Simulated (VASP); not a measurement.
CdO (rock salt): the lattice constant a from VASP (plane waves, PAW) at several levels of theory. Static lattice.  The measured value holds thermal and zero-point effects that the static calculation lacks.

| level | lattice constant a (Å) | error against measurement |
|---|---|---|
| LDA | 4.656 | -0.9 % |
| PBE | 4.784 | +1.9 % |
| PBEsol | 4.709 | +0.3 % |
| HSE06 | 4.724 | +0.6 % |
| HSEsol | 4.674 | -0.5 % |
| PBE0 | 4.723 | +0.6 % |

Measured: 4.696 Å (as given by Priya Gopal et al., Physical Review B (2015), doi:10.1103/physrevb.91.245202).

The cell of the LDA run:

```cif
data_CdO
_chemical_formula_sum 'Cd1 O1'
_space_group_name_H-M_alt 'P 1'
_space_group_IT_number 1
_cell_length_a 3.29220
_cell_length_b 3.29220
_cell_length_c 3.29220
_cell_angle_alpha 60.000
_cell_angle_beta 60.000
_cell_angle_gamma 60.000
loop_
_space_group_symop_operation_xyz
  'x, y, z'
loop_
_atom_site_label
_atom_site_type_symbol
_atom_site_fract_x
_atom_site_fract_y
_atom_site_fract_z
_atom_site_occupancy
Cd1 Cd 0.00000 0.00000 0.00000 1
O1 O 0.50000 0.50000 0.50000 1
```

Only levels that ran to the end are used. Left out are those held back, those with too coarse a band path, GW runs whose mesh misses a band edge, hybrids' fits of cells that aren't cubic and levels without matching references; a question may draw on a part of the rest.

The compound is CdO in the rock salt structure.
